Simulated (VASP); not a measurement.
# Gallium: Pt into a neighbouring Ga vacancy, part 3 of 4

Wanted: the minimum-energy path in Gallium for this move: Pt into a neighbouring Ga vacancy. The start is a cell from a database of measured crystal structures.

VASP 6.6.1, plane waves and PAW; the level of theory is named at each step.

So far. Step 2 (Relax the host): The run ended after 5 ionic steps, 0.005 eV below its first step, once forces and stress met EDIFFG = -0.02. Step 4 (Going on with the relaxation): The run ended after 3 ionic steps, 0.002 eV below its first step, once the forces on the free atoms met EDIFFG = -0.05.

### 5. Relax the end

Level of this step: PBEsol; plane waves and PAW (Ga, Pt) (VASP).

The end state is relaxed in the same way, so that both ends share their errors.

INCAR reads:

```
SYSTEM = Ga14Pt
PREC = Normal
ENCUT = 280
EDIFF = 1E-05
NELM = 120
ISMEAR = 1
SIGMA = 0.15
LREAL = Auto
ALGO = Fast
GGA = PS
NBANDS = 41
LASPH = .TRUE.
LORBIT = 11
LWAVE = .FALSE.
LCHARG = .FALSE.
KPAR = 3
IBRION = 2
NSW = 60
ISIF = 2
EDIFFG = -0.05
POTIM = 0.4
MAXMIX = 40
ISYM = 0
```

POSCAR reads:

```
Ga14Pt
1.0
    0.0000000000      7.6165285566      4.5212542411
    0.0000000000     -7.6165285566      4.5212542411
    4.4817785268      0.0000000000     -4.5212542411
Ga Pt
14 1
Direct
    0.0363541602      0.8805440792      0.5004260944
    0.0404186867      0.3823619636      0.0026496092
    0.5352400506      0.8776021920     -0.0036513640
    0.8840746014      0.5426056101      0.5039232667
    0.3791189911      0.0381146773      0.4999104666
    0.3798040514      0.5348043735      0.0002414322
    0.8782564200      0.0334489735     -0.0049416679
    0.9606617307      0.1143839688      0.5010509471
    0.9643032292      0.6168041039      0.0011352106
    0.4625248834      0.1162662265     -0.0036182715
    0.1167706924      0.4619605471      0.5039978909
    0.6193864791      0.9648405288      0.4995090754
    0.6141498565      0.4627156154      0.0008640893
    0.1199508145      0.9624492050      0.0039439211
    0.5388328681      0.3819462145      0.4999953197
```

KPOINTS reads:

```
Automatic mesh
0
Gamma
4 4 4
0 0 0
```

The projector-augmented-wave data sets are Ga and Pt (PBE family, release 64).

Run with:

```
$ mpirun -np 3 vasp_std
```

What it wrote:

```text
[... set-up lines as in an earlier step ...]
 entering main loop
       N       E                     dE             d eps       ncg     rms          rms(c)
DAV:   1     0.105329393210E+03    0.10533E+03   -0.12751E+04  2952   0.625E+02
DAV:   2    -0.443373624508E+02   -0.14967E+03   -0.14032E+03  3516   0.122E+02
DAV:   3    -0.539027229390E+02   -0.95654E+01   -0.92648E+01  3808   0.300E+01
DAV:   4    -0.540551306761E+02   -0.15241E+00   -0.15168E+00  3608   0.384E+00
[...]
RMM:  11    -0.530038740552E+02   -0.25594E-04   -0.92338E-04  2959   0.105E-01    0.424E-02
RMM:  12    -0.530038730791E+02    0.97610E-06   -0.22534E-04  2957   0.484E-02    0.132E-02
RMM:  13    -0.530038744331E+02   -0.13540E-05   -0.49990E-05  2554   0.218E-02
   1 F= -.53003874E+02 E0= -.53007063E+02  d E =-.530039E+02
[... from here on, the cycles between the ionic steps are left out ...]
   2 F= -.53175241E+02 E0= -.53176962E+02  d E =-.171366E+00
   6 F= -.53475214E+02 E0= -.53473488E+02  d E =-.124815E+00
  11 F= -.53573387E+02 E0= -.53570671E+02  d E =-.302102E-01
  16 F= -.53646708E+02 E0= -.53645391E+02  d E =-.406852E-01
  21 F= -.53678886E+02 E0= -.53679527E+02  d E =-.125839E-01
  26 F= -.53698354E+02 E0= -.53698941E+02  d E =-.917430E-02
  31 F= -.53779308E+02 E0= -.53778178E+02  d E =-.784230E-01
  36 F= -.53800074E+02 E0= -.53798950E+02  d E =-.973317E-02
  41 F= -.53858699E+02 E0= -.53857408E+02  d E =-.428628E-01
  46 F= -.54032715E+02 E0= -.54030887E+02  d E =-.801385E-01
  51 F= -.54159302E+02 E0= -.54158461E+02  d E =-.595854E-01
  56 F= -.54201115E+02 E0= -.54200595E+02  d E =-.165898E-01
  59 F= -.54225138E+02 E0= -.54224687E+02  d E =-.924275E-02
  60 F= -.54227091E+02 E0= -.54226534E+02  d E =-.111960E-01
[...]
```

Elapsed: 23 min, on 3 MPI ranks of Intel Xeon 6975P-C (Granite Rapids), shared host; peak memory 0.88 GiB.

Parts of OUTCAR (step 5):

```text
 k-point     1 :       0.0000    0.0000    0.0000
  band No.  band energies     occupation
    ...
     25       1.7256      2.00210
     26       1.7631      2.00604
     27       2.0121      1.85026
     28       2.0562      1.50891
     29       2.1357      0.64915
     30       2.9908     -0.00000
     31       3.1035     -0.00000
     32       3.4150     -0.00000
     33       3.5485     -0.00000
     34       4.0533     -0.00000
    ...

  Total       -5.6793592     -4.2608583     -0.9290939      0.1284468     -0.7822605     -0.0441566
  in kB      -29.4790531    -22.1162392     -4.8225171      0.6667106     -4.0603698     -0.2291976
  external PRESSURE =     -18.8059365 kB  Pullay stress =       0.0000000 kB

 POSITION                                       TOTAL-FORCE (eV/Angst)
 -----------------------------------------------------------------------------------
      2.22122      0.97296      6.00414         0.005201      0.028568     -0.044851
      4.46254     -2.77852     -2.18268        -0.007449     -0.050855      0.033567
      0.05503     -2.81278      6.85624         0.030961     -0.030512     -0.005650
      2.23626      2.54451      3.92563        -0.014778      0.025049      0.072544
      2.23896     -4.32672      3.27859         0.004514     -0.057426      0.032301
      4.40787     -1.39132      0.04629         0.038204     -0.047447      0.023790
      0.10079      6.20560      4.55649        -0.005291      0.035646     -0.002168
      2.24990     -1.06476     -1.51382         0.001209      0.001126      0.045143
      4.43484      2.17709      2.47788         0.016196     -0.008335     -0.080727
      0.02880      2.14544      2.47567        -0.032237     -0.042582     -0.030852
      2.25746     -2.89786      0.74415         0.002810     -0.043550      0.004999
      2.25948     -2.42485      5.11975        -0.034694      0.077777      0.013560
      3.92122      1.08060      0.18673         0.004151      0.100209     -0.034731
      0.53897      1.08433      0.17044        -0.028811      0.014648     -0.038217
      2.22436      2.69730      1.29035         0.020013     -0.002318      0.011292
 -----------------------------------------------------------------------------------
    total drift:                                0.001545     -0.003203      0.006712

  FREE ENERGIE OF THE ION-ELECTRON SYSTEM (eV)
  ---------------------------------------------------
  free  energy   TOTEN  =       -54.2270911198 eV

  energy  without entropy=      -54.2254185369  energy(sigma->0) =      -54.22653359

[... 5 parts as in an earlier step ...]

[... 11 further parts left out ...]
[key lines of the parts left out:]
E-fermi :   2.1038
```

Relaxation path (22 of 60):

```
step  energy less that of the first step (eV)  largest force (eV/Å)
   1                                   0.0000                1.3687
   4                                  -0.3465                0.5372
   7                                  -0.4557                0.7808
   9                                  -0.5348                0.1759
  12                                  -0.5967                0.2307
  15                                  -0.6246                0.2617
  18                                  -0.6624                0.1861
  21                                  -0.6750                0.2067
  23                                  -0.6832                0.0882
  26                                  -0.6945                0.1324
  29                                  -0.7152                0.1716
  32                                  -0.7278                0.7551
  35                                  -0.7890                0.5835
  38                                  -0.8083                0.5964
  40                                  -0.8235                0.5622
  43                                  -0.9487                0.4557
  46                                  -1.0288                0.4655
  49                                  -1.0958                0.2958
  52                                  -1.1579                0.2180
  54                                  -1.1807                0.1775
  57                                  -1.2060                0.1549
  60                                  -1.2232                0.1061
```

The atoms that moved most (Å):

```
atom      dx      dy      dz  length
Pt15  -0.017   1.502  -0.612   1.622
 Ga5  -0.002   0.693  -0.869   1.111
Ga13  -0.564  -0.073  -0.157   0.590
Ga14   0.521  -0.115  -0.184   0.565
Ga10   0.045  -0.492  -0.158   0.518
 Ga3   0.071  -0.205   0.452   0.501
 Ga9  -0.052  -0.470  -0.144   0.494
 Ga6  -0.075  -0.211   0.433   0.488
```

Final coordinates:

```cif
data_structure
_symmetry_space_group_name_H-M 'P 1'
_symmetry_Int_Tables_number 1
_cell_length_a 8.8574
_cell_length_b 8.8574
_cell_length_c 6.3662
_cell_angle_alpha 111.255
_cell_angle_beta 111.255
_cell_angle_gamma 118.612
_cell_volume 308.67
loop_
_atom_site_label
_atom_site_type_symbol
_atom_site_fract_x
_atom_site_fract_y
_atom_site_fract_z
_atom_site_occupancy
Ga1 Ga 0.97567 0.84792 0.49561 1
Ga2 Ga 0.07407 0.43887 0.99571 1
Ga3 Ga 0.57971 0.94901 0.01228 1
Ga4 Ga 0.85065 0.51657 0.49897 1
Ga5 Ga 0.32832 0.89639 0.49957 1
Ga6 Ga 0.40554 0.58821 0.98351 1
Ga7 Ga 0.92252 0.10776 0.02249 1
Ga8 Ga 0.01370 0.15349 0.50201 1
Ga9 Ga 0.91171 0.62587 0.98953 1
Ga10 Ga 0.41784 0.13615 0.00643 1
Ga11 Ga 0.14391 0.52438 0.50370 1
Ga12 Ga 0.65908 0.97744 0.50415 1
Ga13 Ga 0.52905 0.38717 0.87492 1
Ga14 Ga 0.15016 0.00780 0.12026 1
Pt15 Pt 0.56792 0.21379 0.49631 1
```

The run used up its steps with a largest force of 0.11 eV/Å at its last finished step, so it is continued.

### 6. Going on with the relaxation

The relaxation goes on from where it stopped.

INCAR, as its differences from that of step 5:

```diff
@@ -20,3 +20,3 @@
 EDIFFG = -0.05
-POTIM = 0.4
+POTIM = 0.25
 MAXMIX = 40
```

POSCAR reads:

```
Ga14Pt
1.0
    0.0000000000      7.6165285566      4.5212542411
    0.0000000000     -7.6165285566      4.5212542411
    4.4817785268      0.0000000000     -4.5212542411
Ga Pt
14 1
Direct
    0.9756672595      0.8479242139      0.4956105312
    0.0740736920      0.4388745431      0.9957080963
    0.5797132212      0.9490120667      0.0122794669
    0.8506522998      0.5165744325      0.4989662782
    0.3283242335      0.8963946011      0.4995692455
    0.4055385539      0.5882091650      0.9835089481
    0.9225180235      0.1077634300      0.0224891814
    0.0136954483      0.1534916364      0.5020101091
    0.9117084276      0.6258712984      0.9895278616
    0.4178358720      0.1361537608      0.0064260132
    0.1439087095      0.5243787545      0.5036973202
    0.6590780656      0.9774446166      0.5041486733
    0.5290497672      0.3871742182      0.8749239003
    0.1501601122      0.0077951674      0.1202575692
    0.5679238296      0.2137863744      0.4963128255
```

KPOINTS is that of step 5.

Run with:

```
$ mpirun -np 3 vasp_std
```

What it wrote:

```text
[... set-up lines as in an earlier step ...]
 entering main loop
       N       E                     dE             d eps       ncg     rms          rms(c)
DAV:   1     0.108929644463E+03    0.10893E+03   -0.12816E+04  2952   0.626E+02
DAV:   2    -0.452883059128E+02   -0.15422E+03   -0.14494E+03  3461   0.124E+02
DAV:   3    -0.552168106525E+02   -0.99285E+01   -0.96537E+01  3832   0.308E+01
DAV:   4    -0.553669867432E+02   -0.15018E+00   -0.14955E+00  3608   0.385E+00
DAV:   5    -0.553693233504E+02   -0.23366E-02   -0.23350E-02  3960   0.468E-01    0.120E+01
RMM:   6    -0.547235063531E+02    0.64582E+00   -0.39394E+00  2952   0.660E+00    0.684E+00
RMM:   7    -0.543481894293E+02    0.37532E+00   -0.81951E-01  2953   0.292E+00    0.377E+00
RMM:   8    -0.542328669160E+02    0.11532E+00   -0.14476E-01  2952   0.144E+00    0.620E-01
RMM:   9    -0.542264824925E+02    0.63844E-02   -0.34599E-02  2972   0.648E-01    0.286E-01
RMM:  10    -0.542268668643E+02   -0.38437E-03   -0.75464E-03  2952   0.323E-01    0.958E-02
RMM:  11    -0.542269982709E+02   -0.13141E-03   -0.15885E-03  3020   0.134E-01    0.505E-02
RMM:  12    -0.542270627879E+02   -0.64517E-04   -0.33099E-04  3021   0.602E-02    0.132E-02
RMM:  13    -0.542270849606E+02   -0.22173E-04   -0.79810E-05  2705   0.255E-02    0.832E-03
RMM:  14    -0.542270904039E+02   -0.54433E-05   -0.15845E-05  2088   0.128E-02
   1 F= -.54227090E+02 E0= -.54226533E+02  d E =-.542271E+02
 curvature:   0.00 expect dE= 0.000E+00 dE for cont linesearch  0.000E+00
 trial: gam= 0.00000 g(F)=  0.147E-02 g(S)=  0.000E+00 ort = 0.000E+00 (trialstep = 0.100E+01)
 search vector abs. value=  0.147E-02
 bond charge predicted
       N       E                     dE             d eps       ncg     rms          rms(c)
DAV:   1    -0.542284004873E+02   -0.13155E-02   -0.49514E-03  3527   0.244E-01    0.307E-02
RMM:   2    -0.542284264167E+02   -0.25929E-04   -0.32297E-04  2952   0.602E-02    0.102E-02
RMM:   3    -0.542284305438E+02   -0.41271E-05   -0.40481E-05  2156   0.224E-02
   2 F= -.54228431E+02 E0= -.54227893E+02  d E =-.134014E-02
[...]
3 F= -.54230982E+02 E0= -.54230507E+02  d E =-.389198E-02
[...]
4 F= -.54229606E+02 E0= -.54229268E+02  d E =-.251582E-02
[...]
5 F= -.54231479E+02 E0= -.54231046E+02  d E =-.438832E-02
[...]
6 F= -.54233064E+02 E0= -.54232635E+02  d E =-.158482E-02
 trial-energy change:   -0.001585  1 .order   -0.001543   -0.001759   -0.001327
 step:   4.5937(harm=  8.1055)  dis= 0.00713  next Energy=   -54.234024 (dE=-0.255E-02)
 bond charge predicted
       N       E                     dE             d eps       ncg     rms          rms(c)
DAV:   1    -0.542344046668E+02   -0.13432E-02   -0.15053E-01  3009   0.123E+00    0.628E-02
RMM:   2    -0.542346165906E+02   -0.21192E-03   -0.22230E-03  2958   0.212E-01    0.536E-02
RMM:   3    -0.542346642196E+02   -0.47629E-04   -0.40424E-04  2961   0.865E-02    0.519E-02
RMM:   4    -0.542346618816E+02    0.23380E-05   -0.98008E-05  2948   0.399E-02
   7 F= -.54234662E+02 E0= -.54234244E+02  d E =-.318316E-02
 curvature:  -4.22 expect dE=-0.152E-02 dE for cont linesearch -0.652E-03
 trial: gam=-0.09548 g(F)=  0.360E-03 g(S)=  0.000E+00 ort = 0.461E-03 (trialstep = 0.251E+01)
 search vector abs. value=  0.285E-03
 reached required accuracy - stopping structural energy minimisation
```

Elapsed: 2 min, on 3 MPI ranks; peak memory 0.8 GiB; 5.8 min of CPU time.

OUTCAR, selected parts (step 6):

```text
   NELECT =      52.0000    total number of electrons

 E-fermi :   2.1046

 k-point     1 :       0.0000    0.0000    0.0000
  band No.  band energies     occupation
    ...
     25       1.7278      2.00220
     26       1.7752      2.00807
     27       2.0185      1.81570
     28       2.0511      1.56345
     29       2.1378      0.63539
     30       2.9714     -0.00000
     31       3.0903     -0.00000
     32       3.4205     -0.00000
     33       3.5331     -0.00000
     34       4.0515     -0.00000
    ...

  Total       -5.7302493     -4.4471511     -0.8431829      0.1296240     -0.8494036     -0.0460852
  in kB      -29.7432011    -23.0832031     -4.3765914      0.6728209     -4.4088802     -0.2392081
  external PRESSURE =     -19.0676652 kB  Pullay stress =       0.0000000 kB

 POSITION                                       TOTAL-FORCE (eV/Angst)
 -----------------------------------------------------------------------------------
      2.22258      0.97415      5.99474        -0.000093     -0.037439     -0.002589
      4.45964     -2.79148     -2.17605        -0.012276      0.000470      0.003359
      0.06431     -2.82335      6.85738         0.023765     -0.019359      0.019218
      2.23272      2.54919      3.93522        -0.001769     -0.003146     -0.040292
      2.24014     -4.34112      3.28999         0.005923     -0.001445      0.027459
      4.41259     -1.39539      0.05161        -0.025957      0.027482      0.009165
      0.09859      6.21092      4.55770         0.005589     -0.007840      0.014108
      2.25233     -1.06077     -1.50131         0.008339      0.030525      0.029786
      4.43869      2.17347      2.46118        -0.008948     -0.015674     -0.014415
      0.02532      2.13427      2.46337         0.000589     -0.018781     -0.028534
      2.25732     -2.90562      0.74902        -0.003567      0.015241      0.039162
      2.25530     -2.40666      5.12342         0.013187      0.011889      0.005215
      3.92361      1.09720      0.17399        -0.005755     -0.011513     -0.016852
      0.53165      1.09203      0.15842        -0.006198      0.011710     -0.029759
      2.22292      2.70419      1.29718         0.007173      0.017881     -0.015030
 -----------------------------------------------------------------------------------
    total drift:                                0.001949     -0.013285     -0.009225

  FREE ENERGIE OF THE ION-ELECTRON SYSTEM (eV)
  ---------------------------------------------------
  free  energy   TOTEN  =       -54.2346618816 eV

  energy  without entropy=      -54.2334077459  energy(sigma->0) =      -54.23424384

[... 6 parts as in an earlier step ...]

[... 9 further parts left out ...]
```

CONTCAR:

```
Ga14Pt
   1.00000000000000
     0.0000000000000000    7.6165285565999996    4.5212542411000003
     0.0000000000000000   -7.6165285565999996    4.5212542411000003
     4.4817785268000003    0.0000000000000000   -4.5212542411000003
  Ga              Pt
    14     1
Direct
     0.9748583788347794    0.8469588610898782    0.4959141455665344
     0.0736324739765874    0.4401353255685900    0.9950610829158489
     0.5801805982819028    0.9508683528495514    0.0143500560338856
     0.8516258911082759    0.5169343457952630    0.4981769358505208
     0.3287725275066798    0.8987327085555848    0.4998327553986630
     0.4063853543973743    0.5895908090021791    0.9845614601833460
     0.9227549190247253    0.1073026954005983    0.0219976026832757
     0.0156121138576566    0.1548845732851010    0.5025531968611463
     0.9100528464293396    0.6246899613085763    0.9903857463064929
     0.4153526476375223    0.1351374924468776    0.0056484911125879
     0.1439219300247997    0.5254103916139589    0.5036658977463521
     0.6602111499663684    0.9761899276464543    0.5032164588633469
     0.5289971950114356    0.3849417902384216    0.8754571669664458
     0.1485200913326084    0.0051434044981617    0.1186246398619667
     0.5689693980099303    0.2139276397008044    0.4959903836495778
```

Relaxation path:

```
step  energy less that of the first step (eV)  largest force (eV/Å)
   1                                   0.0000                0.1056
   2                                  -0.0013                0.0837
   3                                  -0.0039                0.0548
   4                                  -0.0025                0.1442
   5                                  -0.0044                0.0747
   6                                  -0.0060                0.0514
   7                                  -0.0076                0.0435
```

The atoms that moved most (Å):

```
atom      dx      dy      dz  length
Ga13   0.002   0.017  -0.013   0.021
Ga12  -0.004   0.018   0.004   0.019
 Ga5   0.001  -0.014   0.011   0.018
 Ga9   0.004  -0.004  -0.017   0.018
Ga10  -0.003  -0.011  -0.012   0.017
Ga14  -0.007   0.008  -0.012   0.016
 Ga2  -0.003  -0.013   0.007   0.015
 Ga3   0.009  -0.011   0.001   0.014
```

Final coordinates:

```
Ga Pt
1.0
     0.00000    7.61653    4.52125
     0.00000   -7.61653    4.52125
     4.48178    0.00000   -4.52125
Ga Pt
14 1
Cartesian
  2.2226 0.9742 5.9947
  4.4596 -2.7915 -2.1760
  0.0643 -2.8234 6.8574
  2.2327 2.5492 3.9352
  2.2401 -4.3411 3.2900
  4.4126 -1.3954 0.0516
  0.0986 6.2109 4.5577
  2.2523 -1.0608 -1.5013
  4.4387 2.1735 2.4612
  0.0253 2.1343 2.4634
  2.2573 -2.9056 0.7490
  2.2553 -2.4067 5.1234
  3.9236 1.0972 0.1740
  0.5316 1.0920 0.1584
  2.2229 2.7042 1.2972
```

Numbers from this step:

```yaml
electronic_cycles: 39
free_energy_toten: -54.2347 eV
energy_at_zero_smearing: -54.2342 eV
fermi_energy: 2.105 eV
```

The run ended after 7 ionic steps, 0.008 eV below its first step, once the forces on the free atoms met EDIFFG = -0.05.

(Part 3 of 4 ends here.)

[Lines on the potential files, build, host, timing and source positions are cut from VASP's logs without a mark.]

[Logs are printed without paths, hosts, clocks, repeated set-up lines and the standing remarks that a program may print on its own settings, such as how far it seeks lower states.]

[Hosts, paths, dates, database ids (printed as entryN), source tags and the programs' standing remarks are cut or masked in the printed files.]

[Runs that stopped without an error message from VASP are left out.]
